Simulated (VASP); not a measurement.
# Al3Si2F in VASP: further runs, part 3 of 3

VASP 6.6.1. The steps go on from the part before.

**5. Relaxation of cell and atoms, PBE**

This run uses another cell than the first one, of 15.60 Å³/atom, 0.863 times its volume.

Contents of INCAR:

```
PREC = Normal
ENCUT = 520
EDIFF = 1E-4
ISMEAR = 0
SIGMA = 0.15
LREAL = F
LASPH = T
NELM = 60
ALGO = Fast
ISIF = 3
LWAVE = F
LCHARG = F
GGA = PE
IBRION = 2
NSW = 24
EDIFFG = -0.08
KPAR = 2
```

Contents of KPOINTS:

```
Automatic mesh
0
Gamma
  4 4 2
```

Contents of POSCAR:

```
Al3Si2F
1.0
    3.8247839300      0.0000000000      0.0000000000
   -1.9123919700      3.3123600500      0.0000000000
    0.0000000000      0.0000000000      7.3894447100
Al Si F
3 2 1
Direct
    0.6666666700      0.3333333300      0.5000000000
    0.0000000000      0.0000000000      0.7535509000
    0.0000000000      0.0000000000      0.2464491000
    0.0000000000      0.0000000000      0.0000000000
    0.6666666700      0.3333333300      0.0000000000
    0.0000000000      0.0000000000      0.5000000000
```

Potentials or basis: VASP PAW PBE potentials, release 64 (Al, Si, F).

Started as:

```bash
cat potpaw_PBE.64/Al/POTCAR potpaw_PBE.64/Si/POTCAR potpaw_PBE.64/F/POTCAR > POTCAR
mpirun -np 2 vasp_std > vasp.out
```

OUTCAR:

```text
PREC = Normal
   ENCUT = 520
   EDIFF = 1E-4
   ISMEAR = 0
   LREAL = F
   LASPH = T
   NELM = 60
   ISIF = 3
   GGA = PE
   IBRION = 2
   NSW = 24
   EDIFFG = -0.08

 ion  position               nearest neighbor table
   1  0.667  0.333  0.500-   6 2.21   6 2.21   6 2.21   2 2.90   3 2.90   3 2.90   2 2.90   3 2.90
                             2 2.90
   2  0.000  0.000  0.754-   4 1.82   6 1.87   5 2.86   5 2.86   5 2.86   1 2.90   1 2.90   1 2.90

   3  0.000  0.000  0.246-   4 1.82   6 1.87   5 2.86   5 2.86   5 2.86   1 2.90   1 2.90   1 2.90

   4  0.000  0.000  0.000-   2 1.82   3 1.82   5 2.21   5 2.21   5 2.21
   5  0.667  0.333  0.000-   4 2.21   4 2.21   4 2.21   2 2.86   3 2.86   3 2.86   2 2.86   3 2.86
                             2 2.86
   6  0.000  0.000  0.500-   2 1.87   3 1.87   1 2.21   1 2.21   1 2.21

  LATTYP: Found a hexagonal cell.
 ALAT       =     3.8247839300
 C/A-ratio  =     1.9319901059

  Lattice vectors:

 A1 = (   3.8247839300,   0.0000000000,   0.0000000000)
 A2 = (  -1.9123919700,   3.3123600500,   0.0000000000)
 A3 = (   0.0000000000,   0.0000000000,   7.3894447100)

Analysis of symmetry for initial positions (statically):
=====================================================================
 Subroutine PRICEL returns:
 Original cell was already a primitive cell.

 Routine SETGRP: Setting up the symmetry group for a
 hexagonal supercell.

 Subroutine GETGRP returns: Found 12 space group operations
 (whereof 12 operations were pure point group operations)
 out of a pool of 24 trial point group operations.

The static configuration has the point symmetry D_3h.

Analysis of symmetry for dynamics (positions and initial velocities):
=====================================================================
 Subroutine PRICEL returns:
 Original cell was already a primitive cell.

 Routine SETGRP: Setting up the symmetry group for a
 hexagonal supercell.

 Subroutine GETGRP returns: Found 12 space group operations
 (whereof 12 operations were pure point group operations)
 out of a pool of 24 trial point group operations.

The dynamic configuration has the point symmetry D_3h.

 Subroutine INISYM returns: Found 12 space group operations
 (whereof 12 operations are pure point group operations),
 and found     1 'primitive' translations

----------------------------------------------------------------------------------------

                                     Primitive cell

  volume of cell :      93.6173

  direct lattice vectors                    reciprocal lattice vectors
     3.824783930  0.000000000  0.000000000     0.261452678  0.150949774  0.000000000
    -1.912391970  3.312360050  0.000000000     0.000000000  0.301899547  0.000000000
     0.000000000  0.000000000  7.389444710     0.000000000  0.000000000  0.135328166

  length of vectors
     3.824783930  3.824783935  7.389444710     0.301899548  0.301899547  0.135328166

  position of ions in fractional coordinates (direct lattice)
     0.666666670  0.333333330  0.500000000
     0.000000000  0.000000000  0.753550900
     0.000000000  0.000000000  0.246449100
     0.000000000  0.000000000  0.000000000
     0.666666670  0.333333330  0.000000000
     0.000000000  0.000000000  0.500000000

  ion indices of the primitive-cell ions
   primitive index   ion index
                 1           1
                 2           2
                 3           3
                 4           4
                 5           5
                 6           6

----------------------------------------------------------------------------------------

 KPOINTS: Automatic mesh

Automatic generation of k-mesh.
 Grid dimensions read from file:
 generate k-points for:    4    4    2

 Generating k-lattice:

  Cartesian coordinates                     Fractional coordinates (reciprocal lattice)
     0.065363169  0.037737444  0.000000000     0.250000000  0.000000000  0.000000000
     0.000000000  0.075474887  0.000000000     0.000000000  0.250000000  0.000000000
     0.000000000  0.000000000  0.067664083     0.000000000  0.000000000  0.500000000

  Length of vectors
     0.075474887  0.075474887  0.067664083

  Shift w.r.t. Gamma in fractional coordinates (k-lattice)
     0.000000000  0.000000000  0.000000000

 Subroutine IBZKPT returns following result:
 ===========================================

 Found      8 irreducible k-points:

 Following reciprocal coordinates:
            Coordinates               Weight
  0.000000  0.000000  0.000000      1.000000
  0.250000 -0.000000  0.000000      6.000000
  0.500000 -0.000000  0.000000      3.000000
  0.250000  0.250000  0.000000      6.000000
  0.000000  0.000000  0.500000      1.000000
  0.250000 -0.000000  0.500000      6.000000
  0.500000 -0.000000  0.500000      3.000000
  0.250000  0.250000  0.500000      6.000000
   k-points           NKPTS =      8   k-points in BZ     NKDIM =      8   number of bands    NBANDS=     16
   number of dos      NEDOS =    301   number of ions     NIONS =      6
   total plane-waves  NPLWV =  24192
   dimension x,y,z NGX =    24 NGY =   24 NGZ =   42
   dimension x,y,z NGXF=    48 NGYF=   48 NGZF=   84
   ions per type =               3   2   1
   NGX,Y,Z   is equivalent  to a cutoff of  10.43, 10.43,  9.45 a.u.
   NGXF,Y,Z  is equivalent  to a cutoff of  20.86, 20.86, 18.90 a.u.
 SYSTEM =  unknown system
   PREC   = normal    normal or accurate (medium, high low for compatibility)
   ISTART =      0    job   : 0-new  1-cont  2-samecut
   ICHARG =      2    charge: 1-file 2-atom 10-const
   ISPIN  =      1    spin polarized calculation?
   LNONCOLLINEAR =      F non collinear calculations
   LSORBIT =      F    spin-orbit coupling
   LASPH  =      T    aspherical Exc in radial PAW
   ENCUT  =  520.0 eV  38.22 Ry    6.18 a.u.   7.11  7.11 13.74*2*pi/ulx,y,z
   NELM   =     60;   NELMIN=  2; NELMDL= -5     # of ELM steps
   EDIFF  = 0.1E-03   stopping-criterion for ELM
   LREAL  =      F    real-space projection
   EDIFFG = -.8E-01   stopping-criterion for IOM
   NSW    =     24    number of steps for IOM
   IBRION =      2    ionic relax: 0-MD 1-quasi-New 2-CG
   NFREE  =      1    steps in history (QN), initial steepest desc. (CG)
   ISIF   =      3    stress and relaxation
   ISYM   =      2    0-nonsym 1-usesym 2-fastsym
   POTIM  = 0.5000    time-step for ionic-motion
   TEBEG  =    0.0;   TEEND  =   0.0 temperature during run
   PSTRESS=    0.0 pullay stress
   NELECT =      24.0000    total number of electrons
   NUPDOWN=      -1.0000    fix difference up-down
   EMIN   =  10.00;   EMAX   =-10.00  energy-range for DOS
   EFERMI =   0.00;   METHOD = LEGACY
   ISMEAR =     0;   SIGMA  =   0.15  broadening in eV -4-tet -1-fermi 0-gaus
   EFERMI_NEDOS =   21; number of points for ismear=-14 and -15
   IALGO  =     68    algorithm
   IMIX   =      4    mixing-type and parameters
     AMIX     =   0.40;   BMIX     =  1.00
     AMIX_MAG =   1.60;   BMIX_MAG =  1.00
  volume/ion in A,a.u.               =      15.60       105.29
  Fermi-wavevector in a.u.,A,eV,Ry     =   1.039984  1.965284 14.715598  1.081566
  Thomas-Fermi vector in A             =   2.174539
   LORBIT       =      0    0 simple, 1 ext, 2 COOP (PROOUT), +10 PAW based schemes
   GGA     = PE    functional components
   LHFCALC =     F    Hartree Fock is set to
   AEXX    =    0.0000 exact exchange contribution
   IVDW    =     0    specifies the selected vdW correction
   LEPSILON=     F    determine dielectric tensor
   LRPA    =     F    only Hartree local field effects (RPA)
 conjugate gradient relaxation of ions
 non-spin polarized calculation
 RMM-DIIS sequential band-by-band and
 Gauss-broadening in eV      SIGMA  =   0.15
  energy-cutoff  :      520.00
  volume of cell :       93.62
 maximum number of plane-waves:      2544
   NGX = 15   NGY = 15   NGZ = 27

--------------------------------------- Ionic step        1  -------------------------------------------

 number of electron      24.0000049 magnetization

 Free energy of the ion-electron system (eV)
  ---------------------------------------------------
  ext. energy  EPLUGINS =         0.00000000
  ---------------------------------------------------
  free energy    TOTEN  =       -15.88846079 eV

  energy without entropy =      -15.86929054  energy(sigma->0) =      -15.87887566

 E-fermi :   8.0492     XC(G=0): -10.0248

 val. band max:        7.8106774089   @ k =   0.5000  -0.0000   0.5000
 cond. band min:       8.1101933879   @ k =   0.2500   0.2500   0.0000
 fundamental gap:      0.2995159791
 Fermi energy:         8.0492192154
[... 263 lines left out ...]
  FREE ENERGIE OF THE ION-ELECTRON SYSTEM (eV)
  ---------------------------------------------------
  free  energy   TOTEN  =       -22.0595293005 eV

  energy  without entropy=      -22.0197715406  energy(sigma->0) =      -22.03965042

[... ionic steps 4 to 7 ...]

--------------------------------------- Ionic step        8  -------------------------------------------

 number of electron      23.9999980 magnetization

 E-fermi :   4.6277     XC(G=0):  -8.8192
[... 234 lines left out ...]
--------------------------------------- Ionic step       10  -------------------------------------------

 number of electron      23.9999967 magnetization

 Free energy of the ion-electron system (eV)
  ---------------------------------------------------
  ext. energy  EPLUGINS =         0.00000000
  ---------------------------------------------------
  free energy    TOTEN  =       -22.54068259 eV

  energy without entropy =      -22.51456606  energy(sigma->0) =      -22.52762432

 E-fermi :   4.8293     XC(G=0):  -8.9055

 val. band max:        4.8035455625   @ k =   0.0000   0.0000   0.0000
 cond. band min:       4.8929888821   @ k =   0.5000  -0.0000   0.0000
 fundamental gap:      0.0894433196
 Fermi energy:         4.8292733052
[... 183 lines left out ...]
  FREE ENERGIE OF THE ION-ELECTRON SYSTEM (eV)
  ---------------------------------------------------
  free  energy   TOTEN  =       -22.5406825897 eV

  energy  without entropy=      -22.5145660601  energy(sigma->0) =      -22.52762432

 reached required accuracy - stopping structural energy minimisation
```

OSZICAR:

```text
N       E                     dE             d eps       ncg     rms          rms(c)
DAV:   1     0.941637166492E+02    0.94164E+02   -0.10440E+04   256   0.126E+03
DAV:   2    -0.121717200984E+02   -0.10634E+03   -0.10499E+03   344   0.213E+02
DAV:   3    -0.185080514643E+02   -0.63363E+01   -0.62905E+01   368   0.568E+01
[... 85 lines left out ...]
DAV:   1    -0.225612912662E+02   -0.34071E-01   -0.55020E-01   272   0.564E+00    0.104E+00
RMM:   2    -0.225412779798E+02    0.20013E-01   -0.96020E-02   262   0.197E+00    0.178E-01
RMM:   3    -0.225409051720E+02    0.37281E-03   -0.69546E-03   274   0.493E-01    0.920E-02
RMM:   4    -0.225407295842E+02    0.17559E-03   -0.84543E-04   244   0.204E-01    0.468E-02
RMM:   5    -0.225406825897E+02    0.46994E-04   -0.25598E-04   167   0.129E-01
  10 F= -.22540683E+02 E0= -.22527624E+02  d E =-.134571E-01
```

CONTCAR:

```text
Al3Si2F
   1.00000000000000
     3.9888943569291775   -0.0000000002438364    0.0000000000000000
    -1.9944471838902933    3.4544838492039389    0.0000000000000000
     0.0000000000000000    0.0000000000000000    9.2168247361405093
  Al              Si              F
     3     2     1
Direct
     0.6666666699999979    0.3333333300000021    0.5000000000000000
     0.0000000000000000    0.0000000000000000    0.7261486253899888
     0.0000000000000000    0.0000000000000000    0.2738513746100112
     0.0000000000000000    0.0000000000000000    0.0000000000000000
     0.6666666699999979    0.3333333300000021    0.0000000000000000
     0.0000000000000000    0.0000000000000000    0.5000000000000000

  0.00000000E+00  0.00000000E+00  0.00000000E+00
  0.00000000E+00  0.00000000E+00  0.00000000E+00
  0.00000000E+00  0.00000000E+00  0.00000000E+00
  0.00000000E+00  0.00000000E+00  0.00000000E+00
  0.00000000E+00  0.00000000E+00  0.00000000E+00
  0.00000000E+00  0.00000000E+00  0.00000000E+00
```

Wall time 40 s (2 MPI ranks of Intel Xeon Platinum 8175M at 2.50GHz (Skylake/Cascade Lake), shared host); peak memory 0.16 GiB.

Results:

```
Free energy                            : -22.5407 eV
Relaxed volume                         : 21.17 Å³/atom
Relaxed cell                           : a = 3.989 Å, b = 3.989 Å, c = 9.217 Å, α = 90.00°, β = 90.00°, γ = 120.00°
Space group after relaxing (to 0.05 Å) : P-6m2 (No. 187)
Energy gained by relaxing              : 1108.7 meV/atom
Ionic steps                            : 10
Pressure after relaxing                : 0.2 GPa
Largest force after relaxing           : 0.064 eV/Å
Band gap on the k mesh                 : none (metal or under the smearing width)
```

Forces in eV/Å, atoms in the order of the input:
```
Al   0.000  0.000  0.000
Al   0.000  0.000  0.064
Al   0.000  0.000 -0.064
Si   0.000  0.000  0.000
Si   0.000  0.000  0.000
F    0.000  0.000  0.000
```

Step by step:
| step | energy change (eV) | largest force (eV/Å) | pressure (GPa) | volume (Å³) |
| --- | --- | --- | --- | --- |
| 1 | 0.0000 | 12.1792 | 42.79 | 93.62 |
| 2 | -4.9375 | 1.3921 | -3.97 | 157.25 |
| 3 | -6.1711 | 2.1798 | 4.82 | 121.41 |
| 4 | -6.1568 | 2.2176 | 3.70 | 123.48 |
| 5 | -6.1653 | 2.2060 | 4.14 | 122.47 |
| 6 | -6.4945 | 0.8669 | -1.57 | 132.37 |
| 7 | -6.4968 | 0.8154 | -1.65 | 133.05 |
| 8 | -6.5837 | 0.6220 | -0.74 | 129.88 |
| 9 | -6.6388 | 0.2422 | 0.90 | 125.35 |
| 10 | -6.6522 | 0.0642 | 0.21 | 127.00 |

Final structure:
```xyz
6
Lattice="3.9889 0.0000 0.0000 -1.9944 3.4545 0.0000 0.0000 0.0000 9.2168" Properties=species:S:1:pos:R:3 pbc="T T T"
Al    1.9944    1.1515    4.6084
Al    0.0000    0.0000    6.6928
Al    0.0000    0.0000    2.5240
Si    0.0000    0.0000    0.0000
Si    1.9944    1.1515    0.0000
F     0.0000    0.0000    4.6084
```

Caveat: the k mesh is coarse (spacing up to 0.47 Å⁻¹), so the values aren't converged; the volume moved by over 15 % at a fixed basis, so the end points are rough; the relaxation stopped at a loose force limit of 0.08 eV/Å, so its end isn't a converged minimum.

**6. The runs side by side**

| k mesh | gap on the mesh (eV) | pressure (GPa) | relaxed volume (Å³/atom) | largest force (eV/Å) |
| --- | --- | --- | --- | --- |
| 3 × 3 × 3 | none | 0.5 | - | 0.02 |
| 3 × 3 × 5 | none | -0.3 | 19.39 | - |
| 4 × 4 × 2 | none | 0.2 | 21.17 | 0.06 |

Alike in all rows: task relaxation of cell and atoms; level PBE; potentials or basis VASP PAW PBE potentials, release 64 (Al, Si, F); no spin polarisation; cell relaxed; cutoff (eV) 520; smearing gaussian 0.15 eV; the mesh is coarse, so values aren't converged.

Caveats: all runs use coarse meshes; the relaxation stopped at a loose force limit of 0.08 eV/Å, so its end isn't a converged minimum; the volume moved by over 15 % at a fixed basis, so the end points are rough (some runs).

Total energies depend on the potentials used, so only differences within one code and one set of settings carry meaning.
